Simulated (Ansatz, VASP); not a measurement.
# Ga2O3 (glassy Ga2O3): VASP beside Ansatz

Wanted: the spread between two codes on one cell, functional and k mesh. The cell is taken from a series of runs on this material, whose earlier steps may have relaxed, scaled, displaced or heated it; both programs get it as it stands.

Method: plane waves, with VASP 6.6.1 beside it; single point at revPBE, in Ansatz 0.2.0.

### 1. Starting point

The cell holds 130 atoms: 52 Ga and 78 O. Its edges and angles: a = 11.515 Å, b = 11.515 Å, c = 11.515 Å, α = 90.0°, β = 90.0°, γ = 90.0°. As first built, before any earlier steps moved the atoms (in the runner's words): 130 atoms (52 Fe, 78 O) placed at random at 4.52 g/cm^3, melted at 4500 K for 20 ps at fixed volume with the Morse and Coulomb pair potential with partial charges (Pedone, Malavasi, Menziani, Cormack and Segre, J. Phys. Chem. B 110, 11780 (2006)). Quenched from 4500 K to 300 K at 100 K/ps and fixed volume, held 5 ps. Then Fe was replaced by Ga (the potential has no terms for the new elements, so the cell is a start for a DFT relaxation). The cell carries charge +1.

### 2. Ansatz: single point, revPBE

Ansatz runs on its PAW soft_1 files.

A single point gives forces, pressure and levels at one fixed geometry, so differences don't come from the geometry; what else differs is listed under the comparison.

input.yaml reads:

```yaml
crystal:
  lattice:
    - [11.5152, 0.0, 0.0]
    - [0.0, 11.5152, 0.0]
    - [0.0, 0.0, 11.5152]
  atoms:
    - { symbol: Ga, position: [0.31062, 0.41779, 0.83376] }
    - { symbol: Ga, position: [0.57569, 0.93238, 0.69668] }
    - { symbol: Ga, position: [0.69899, 0.18194, 0.6163] }
    - { symbol: Ga, position: [0.58324, 0.64513, 0.72046] }
    - { symbol: Ga, position: [0.89373, 0.94618, 0.81903] }
    - { symbol: Ga, position: [0.49492, 0.18133, 0.41791] }
    - { symbol: Ga, position: [0.94232, 0.55994, 0.24401] }
    - { symbol: Ga, position: [0.89317, 0.31456, 0.23203] }
    - { symbol: Ga, position: [0.10471, 0.80577, 0.48187] }
    - { symbol: Ga, position: [0.4017, 0.43402, 0.33659] }
    - { symbol: Ga, position: [0.76704, 0.84089, 0.27951] }
    - { symbol: Ga, position: [0.14479, 0.87632, 0.93549] }
    - { symbol: Ga, position: [0.22875, 0.287, 0.48554] }
    - { symbol: Ga, position: [0.77671, 0.50267, 0.01315] }
    - { symbol: Ga, position: [0.28252, 0.87938, 0.68405] }
    - { symbol: Ga, position: [0.67421, 0.99543, 0.9628] }
    - { symbol: Ga, position: [0.57781, 0.74945, 0.0211] }
    - { symbol: Ga, position: [0.32579, 0.9762, 0.4135] }
    - { symbol: Ga, position: [0.40728, 0.53523, 0.10342] }
    - { symbol: Ga, position: [0.04997, 0.07191, 0.35954] }
    - { symbol: Ga, position: [0.48486, 0.36995, 0.62372] }
    - { symbol: Ga, position: [0.03694, 0.14265, 0.65501] }
    - { symbol: Ga, position: [0.36398, 0.69955, 0.89919] }
    - { symbol: Ga, position: [0.87251, 0.78844, 0.03854] }
    - { symbol: Ga, position: [0.34995, 0.625, 0.57985] }
    - { symbol: Ga, position: [0.05763, 0.1418, 0.08087] }
    - { symbol: Ga, position: [0.06831, 0.809, 0.22281] }
    - { symbol: Ga, position: [0.5407, 0.22785, 0.83674] }
    - { symbol: Ga, position: [0.33385, 0.87398, 0.10492] }
    - { symbol: Ga, position: [0.36324, 0.13508, 0.65884] }
[... 94 atom lines left out ...]
    - { symbol: O, position: [0.33479, 0.04498, 0.07921] }
    - { symbol: O, position: [0.32553, 0.87825, 0.92661] }
    - { symbol: O, position: [0.46408, 0.38398, 0.16794] }
    - { symbol: O, position: [0.37886, 0.13567, 0.84284] }
    - { symbol: O, position: [0.48644, 0.34632, 0.4485] }
    - { symbol: O, position: [0.41343, 0.97189, 0.66807] }
total_charge: 1
kpoints:
  mp_grid: { grid: [1, 1, 1] }
hamiltonian:
  xc: revpbe
  pseudopotentials: { kind: paw, azcp: { folder: soft_1 } }
scf:
  occupations: { method: fermi_dirac, width: 0.01 }
  lower_state_search: "off"
output:
  forces: true
  stress: true
  populations: true
  dos:
    method: { smearing: { sigma: 0.08 } }
    de: 0.1
    projected: { site_lists: { Ga: [Ga], O: [O] } }
  eigenvalues: true
  write_density: true
  write_potential: true
  volumetric_format: npy
magnetization:
  spin_polarized: true
  initial_magnetization: 1
```

Launch:

```sh
> ansatz run input.yaml --threads 8 --pin off --max-ram 15872MiB --backend cpu --events-out ev --progress --plain --runs-dir out
```

Numbers of over 12 decimals in the logs are rounded to 6 here.

What it wrote:

```text
Engine: ansatz 0.2.0, x86_64-unknown-linux-gnu
Pseudopotentials: kind: paw
Pseudopotential: Ga, paw, valence charge 13, recommended cutoff 420 eV (normal), soft_1/Ga.paw.azcp
Pseudopotential: O, paw, valence charge 6, recommended cutoff 420 eV (normal), soft_1/O.paw.azcp
Functional definition: revPBE
  parameter kappa = 1.245
  parameter beta = 0.066725
  exchange = pbe_x(kappa = kappa, mu = beta*pi^2/3)
  correlation = pbe_c(beta = beta)
Crystal: 130 atoms, lattice volume = 1526.914 Å³
Basis set: ecut = 420 eV, 29855 PW (Γ), exchange–correlation on 160×160×160 points (8 copies of the dense FFT grid, shifted against one another)
Bands: 702, of which v1, the nominal top of the filled ones, is band 572 counted from 1 (571 counted from 0)
Symmetry: 1 space group operations
Space group: P1 (ITA 1), of the structure as read, at distance tolerance 1.2e-4 Å
Magnetic group: BNS 1.1 (UNI 1), of the structure as read, at distance tolerance 1.2e-4 Å
k-points: 1
Non-local potential: Ga, projectors of the file, l = 0: 2, l = 1: 2, l = 2: 3, l = 3: 1
Non-local potential: O, projectors of the file, l = 0: 2, l = 1: 2, l = 2: 1
PAW form: soft (Blöchl's): semilocal exchange-correlation on the pseudo side does not see the compensation charge
PAW frozen core: Ga, regenerated for the run's functional, and the local potential with it (the file was generated under x = pbe(κ = 0.804, μ = 0.219515), c = pbe(β = 0.066725))
PAW frozen core: O, regenerated for the run's functional, and the local potential with it (the file was generated under x = pbe(κ = 0.804, μ = 0.219515), c = pbe(β = 0.066725))
PAW one-centre angular grid: Ga, 590 points (default); XC on 64 Gauss nodes
PAW one-centre angular grid: O, 110 points (default); XC on 64 Gauss nodes
Initial density: superposition of atomic densities (chi_scale 0.1, normalization cell, long waves kept (reshape's long-wave potential 0.17 eV rms))
Starting moments: Σ|m| = 1 μB on 130 of 130 sites
Initial wavefunctions: pseudopotential atomic-orbital guess
Functional: x = revpbe(κ = 1.245, μ = 0.219515), c = pbe(β = 0.066725)
SCF iter   1: F=—  HF=-241348.793675 eV  |F-HF|=—  |Δ(HF+E_count)|=         —  Δρ=6.01e-2 (↑5.83e-2 ↓6.01e-2)  dr2=1.06e2  dr2_m=4.97e-1  M=1.000 μB ∫|m|=1.084 μB  β_m=1.00  ethr=3.10e-3  ⟨swp⟩=6.0  Hψ=4656  notcnv=0  defer=116
preconditioner: auto → Resta (q_TF=auto, 2.600 Å⁻¹)  ε∞=4.2  [insulator: Δε(μ)=0.568 eV  Ē_g=18.048 eV  σ=0.010 eV  W_gap=1.00  n_scr=460 (ndim 8)  ℏωp=32.1 eV  f_vac=0.025  D(μ)=0.00/eV (n_scr^D=0)  ε∞_Penn≈4.2]
spin=Collinear: Resta preconditioning applied to the charge; magnetization (m = ρ↑ − ρ↓) channel mixes plain (no charge-response kernel on spin).
SCF iter   2: F=—  HF=-241329.076320 eV  |F-HF|=—  |Δ(HF+E_count)|=         —  Δρ=3.87e-2 (↑3.87e-2 ↓3.87e-2)  dr2=4.53e1  dr2_m=4.48e-2  M=1.000 μB ∫|m|=1.138 μB  β_m=0.30  ethr=3.10e-3  ⟨swp⟩=3.0  Hψ=2738  notcnv=0  defer=246
Mixer restart at iter 2: flushing history
SCF iter   3: F=—  HF=-241321.289826 eV  |F-HF|=—  |Δ(HF+E_count)|=    7.79e0  Δρ=2.67e-2 (↑2.67e-2 ↓2.66e-2)  dr2=2.23e1  dr2_m=6.72e-3  M=1.000 μB ∫|m|=1.132 μB  β_m=0.30  ethr=3.10e-3  ⟨swp⟩=2.0  Hψ=1402  notcnv=0  defer=246
SCF iter   4: F=—  HF=-241313.710874 eV  |F-HF|=—  |Δ(HF+E_count)|=    7.58e0  Δρ=1.10e-2 (↑5.50e-3 ↓1.10e-2)  dr2=3.26e0  dr2_m=3.21e-1  M=1.000 μB ∫|m|=1.159 μB  β_m=0.30  ethr=1.95e-3  ⟨swp⟩=4.0  Hψ=2322  notcnv=0  defer=246
SCF iter   5: F=—  HF=-241313.617357 eV  |F-HF|=—  |Δ(HF+E_count)|=   9.35e-2  Δρ=5.50e-3 (↑4.26e-3 ↓5.50e-3)  dr2=1.12e0  dr2_m=2.98e-2  M=1.000 μB ∫|m|=1.139 μB  β_m=0.30  ethr=2.85e-4  ⟨swp⟩=2.0  Hψ=1631  notcnv=0  defer=246
SCF iter   6: F=—  HF=-241313.903688 eV  |F-HF|=—  |Δ(HF+E_count)|=   2.86e-1  Δρ=2.83e-3 (↑2.48e-3 ↓2.83e-3)  dr2=3.16e-1  dr2_m=3.88e-3  M=1.000 μB ∫|m|=1.139 μB  β_m=0.30  ethr=9.77e-5  ⟨swp⟩=2.0  Hψ=2160  notcnv=0  defer=246
Mixer restart at iter 6: flushing history
spin-set hold released at iteration 6 (site moments contracting): the magnetisation degrees of freedom join the quasi-Newton model from the next iteration; the mixer history was flushed
SCF iter   7: F=—  HF=-241314.018796 eV  |F-HF|=—  |Δ(HF+E_count)|=   1.15e-1  Δρ=3.94e-3 (↑1.97e-3 ↓3.94e-3)  dr2=4.08e-1  dr2_m=4.30e-2  M=1.000 μB ∫|m|=1.145 μB  β_m=0.41  ethr=2.76e-5  ⟨swp⟩=3.0  Hψ=1440  notcnv=0  defer=246
SCF iter   8: F=—  HF=-241314.136274 eV  |F-HF|=—  |Δ(HF+E_count)|=   1.17e-1  Δρ=4.74e-3 (↑1.75e-3 ↓4.74e-3)  dr2=6.66e-1  dr2_m=4.99e-2  M=1.000 μB ∫|m|=1.151 μB  β_m=0.13  ethr=2.76e-5  ⟨swp⟩=3.0  Hψ=2252  notcnv=0  defer=246
SCF iter   9: F=—  HF=-241314.149583 eV  |F-HF|=—  |Δ(HF+E_count)|=   1.33e-2  Δρ=1.80e-3 (↑1.14e-3 ↓1.80e-3)  dr2=1.13e-1  dr2_m=5.35e-3  M=1.000 μB ∫|m|=1.147 μB  β_m=0.32  ethr=2.76e-5  ⟨swp⟩=2.0  Hψ=1835  notcnv=0  defer=246
[...]
--- Löwdin populations: 130 sites ---
  site symbol       q [e]    m [muB]
     0     Ga     11.8973    -0.0031
     1     Ga     11.8887    -0.0004
     2     Ga     11.9374    -0.0071
     3     Ga     11.8671    -0.0001
     4     Ga     11.9077    -0.0002
     5     Ga     11.9337    -0.0003
     6     Ga     11.9261    -0.0001
     7     Ga     11.9356    -0.0003
     8     Ga     11.9248    -0.0008
     9     Ga     11.9418    -0.0001
    10     Ga     11.9319    -0.0006
    11     Ga     11.9382    -0.0001
    12     Ga     11.9271    -0.0003
    13     Ga     11.9130    -0.0002
    14     Ga     11.9127    -0.0002
    15     Ga     11.9083    -0.0001
    16     Ga     11.9212    -0.0001
    17     Ga     11.9250    -0.0003
    18     Ga     11.9370    -0.0001
    19     Ga     11.9238    -0.0048
    20     Ga     11.9493    -0.0002
    21     Ga     11.9214    -0.0111
    22     Ga     11.9477    -0.0001
    23     Ga     11.9173    -0.0001
[...]
122      O      6.6639     0.0001
   123      O      6.6870     0.0049
   124      O      6.6997     0.0001
   125      O      6.6709     0.0001
   126      O      6.6683    -0.0001
   127      O      6.6744     0.0003
   128      O      6.6731     0.0000
   129      O      6.6745     0.0017
  spilling = 0.002606 (of n_electrons = 1143.000000)
```

The column dr2 measures how far the density is from self-consistency, as an energy; F and HF (Harris–Foulkes) agree once it is small.

### 3. VASP: single point, revPBE

The same cell, functional, mesh and smearing now go to VASP, with its own data sets.

Lines of VASP's logs that name or quote its potential files are left out, and so is its time.

INCAR reads:

```
SYSTEM = Ga2O3
PREC = Accurate
ENCUT = 600
EDIFF = 1E-06
NELM = 200
ISMEAR = -1
SIGMA = 0.01
LREAL = Auto
ALGO = Normal
GGA = RE
NELECT = 1143
NBANDS = 672
ISPIN = 2
MAGMOM = 0 -0 -0 -0 -0 -0 -0 0 -0 -0 -0 -0 -0 0 -0 -0 -0 -0 0 -0 -0 -0 0 -0 -0 -0 0 0 0 -0 -0 -0 -0 0 -0 -0 -0 -0 0 0 0 0 -0 0 -0 -0 -0 -0 -0 -0 0 -0 0.02 0.11 0 0 0.19 0.01 0 0 0 -0 0 0 0 -0 0 -0 0 0 0 0 0 0 -0 0 -0 -0 0 0 0 -0 0 -0 0 0 0 -0 0 0 0 0 -0 0 0 0 0 0 -0 0 0 0 0 0 0 -0 0 0 0 0.03 0 0 0 0.34 0 0 0 0 0 0.17 -0 0 0 0 0 0 -0 0 0 0
LORBIT = 11
LWAVE = .FALSE.
LCHARG = .FALSE.
ISIF = 2
LASPH = .TRUE.
GGA_COMPAT = .FALSE.
NCORE = 4
```

POSCAR reads:

```
Ga2O3
1.0
   11.5152000000      0.0000000000      0.0000000000
    0.0000000000     11.5152000000      0.0000000000
    0.0000000000      0.0000000000     11.5152000000
Ga O
52 78
Direct
    0.3106200000      0.4177900000      0.8337600000
    0.5756900000      0.9323800000      0.6966800000
    0.6989900000      0.1819400000      0.6163000000
    0.5832400000      0.6451300000      0.7204600000
    0.8937300000      0.9461800000      0.8190300000
    0.4949200000      0.1813300000      0.4179100000
    0.9423200000      0.5599400000      0.2440100000
    0.8931700000      0.3145600000      0.2320300000
    0.1047100000      0.8057700000      0.4818700000
    0.4017000000      0.4340200000      0.3365900000
    0.7670400000      0.8408900000      0.2795100000
    0.1447900000      0.8763200000      0.9354900000
    0.2287500000      0.2870000000      0.4855400000
    0.7767100000      0.5026700000      0.0131500000
    0.2825200000      0.8793800000      0.6840500000
    0.6742100000      0.9954300000      0.9628000000
    0.5778100000      0.7494500000      0.0211000000
    0.3257900000      0.9762000000      0.4135000000
    0.4072800000      0.5352300000      0.1034200000
    0.0499700000      0.0719100000      0.3595400000
    0.4848600000      0.3699500000      0.6237200000
    0.0369400000      0.1426500000      0.6550100000
    0.3639800000      0.6995500000      0.8991900000
    0.8725100000      0.7884400000      0.0385400000
    0.3499500000      0.6250000000      0.5798500000
    0.0576300000      0.1418000000      0.0808700000
    0.0683100000      0.8090000000      0.2228100000
    0.5407000000      0.2278500000      0.8367400000
    0.3338500000      0.8739800000      0.1049200000
    0.3632400000      0.1350800000      0.6588400000
[... 94 atom lines left out ...]
    0.3347900000      0.0449800000      0.0792100000
    0.3255300000      0.8782500000      0.9266100000
    0.4640800000      0.3839800000      0.1679400000
    0.3788600000      0.1356700000      0.8428400000
    0.4864400000      0.3463200000      0.4485000000
    0.4134300000      0.9718900000      0.6680700000
```

KPOINTS reads:

```
Automatic mesh
0
Gamma
1 1 1
0 0 0
```

Potentials, in the order of the species: Ga_d and O (PBE family, release 64).

Launch:

```sh
> mpirun -np 16 vasp_gam
```

What it wrote:

```text
[banner, memory and clock lines left out]
running   16 mpi-ranks, on    1 nodes
[...]
|                                                                             |
|               ----> ADVICE to this user running VASP <----                  |
|                                                                             |
|     You enforced a specific xc type in the INCAR file but a different       |
|     [... a line on the potential file left out ...]
|     I HOPE YOU KNOW WHAT YOU ARE DOING!                                     |
|                                                                             |

 LDA part: xc-table for (Slater+PW92), standard interpolation
 POSCAR, INCAR and KPOINTS ok, starting setup
[...]
entering main loop
       N       E                     dE             d eps       ncg     rms          rms(c)
DAV:   1     0.356516603578E+05    0.35652E+05   -0.42857E+05  2688   0.382E+03
DAV:   2     0.843898285513E+04   -0.27213E+05   -0.25949E+05  2688   0.112E+03
DAV:   3     0.532067326909E+03   -0.79069E+04   -0.74406E+04  3336   0.409E+02
DAV:   4    -0.690779776256E+03   -0.12228E+04   -0.11837E+04  2984   0.162E+02
DAV:   5    -0.835380661777E+03   -0.14460E+03   -0.14280E+03  4208   0.560E+01BRMIX: very serious problems
 the old and the new charge density differ
 old charge density:  1144.00000 new 1143.00001
    0.634E+01
DAV:   6    -0.714159203982E+03    0.12122E+03   -0.50634E+02  4864   0.629E+01    0.193E+01
DAV:   7    -0.717460368586E+03   -0.33012E+01   -0.56389E+01  3080   0.122E+01    0.135E+01
DAV:   8    -0.717063267395E+03    0.39710E+00   -0.88912E+00  4048   0.124E+01    0.547E+00
DAV:   9    -0.717353025484E+03   -0.28976E+00   -0.39645E+00  3176   0.596E+00    0.652E+00
[...]
DAV:  20    -0.717257083237E+03   -0.60013E-05   -0.51560E-05  3664   0.568E-02    0.165E-02
DAV:  21    -0.717257089485E+03   -0.62480E-05   -0.51861E-05  3160   0.173E-02    0.119E-02
DAV:  22    -0.717257090410E+03   -0.92469E-06   -0.51042E-06  2616   0.211E-02
   1 F= -.71725709E+03 E0= -.71725708E+03  d E =-.156279E-04  mag=     1.0000
```

OUTCAR, selected parts (step 3):

```text
 magnetization (x)
# of ion       s       p       d       tot
------------------------------------------
    1       -0.001  -0.001   0.001  -0.001
    2       -0.000  -0.000   0.000  -0.000
    3       -0.002  -0.002   0.001  -0.003
    4       -0.000  -0.000   0.000  -0.000
    5       -0.000  -0.000   0.000  -0.000
    6       -0.000  -0.000   0.000  -0.000
    7       -0.000  -0.000   0.000  -0.000
    8       -0.000  -0.000   0.000  -0.000
    9       -0.000  -0.000   0.000  -0.000
   10       -0.000  -0.000  -0.000  -0.000
   11       -0.000  -0.000  -0.000  -0.000
   12       -0.000  -0.000   0.000  -0.000
   13       -0.000  -0.000   0.000  -0.000
[...]
--------------------------------------------------
tot         -0.005   0.847   0.007   0.848

[... 1 further part left out ...]
```

The cell is charged against a uniform background.

The run ends at a pressure of -2.32 GPa, with forces up to 0.078 eV/Å.

### 4. Side by side

Known differences besides the potentials themselves: VASP starts from the moments at which Ansatz ended; the cutoff is 420 eV in Ansatz and 600 eV in VASP (PREC = Accurate, projectors in real space); Ansatz makes its cores anew for this functional, VASP keeps those of its PBE data sets; site moments are counted in spheres of each program's own size. Total energies have different zeros and are not compared.

Compared:

| quantity | Ansatz | VASP | difference |
| --- | --- | --- | --- |
| total moment (μB) | 1.00 | 1.00 | 0.00 |
| moment on O114 (μB) | 0.34 | 0.32 | +0.02 |
| moment on O57 (μB) | 0.19 | 0.18 | +0.01 |
| moment on O120 (μB) | 0.17 | 0.16 | +0.01 |
| moment on O54 (μB) | 0.11 | 0.11 | 0.00 |

At this near-relaxed geometry the largest component of a force difference is 44 meV/Å. The cell carries a charge of +1 e against a uniform background, so its pressure also hangs on how the neutralising background is counted, and in a defect's cell a gap may be the spacing between its levels.

### 5. Outcome

* r.m.s. force difference (single point, revPBE): 14 meV/Å

The r.m.s. force difference is 14 meV/Å (single point, revPBE), beyond the 12 meV/Å picked in this series as the mark of a large difference. What causes the difference of the single point, revPBE pair stays open here. Such differences can come from data sets, numerical settings and the points named under the comparisons, not from the functional's error against experiment.

[Lines on the potential files, build, host, timing and source positions are cut from VASP's logs without a mark.]

[Logs are printed without paths, hosts, clocks, repeated set-up lines and the standing remarks that a program may print on its own settings, such as how far it seeks lower states.]

[Hosts, paths, dates, database ids (printed as entryN), source tags and the programs' standing remarks are cut or masked in the printed files.]
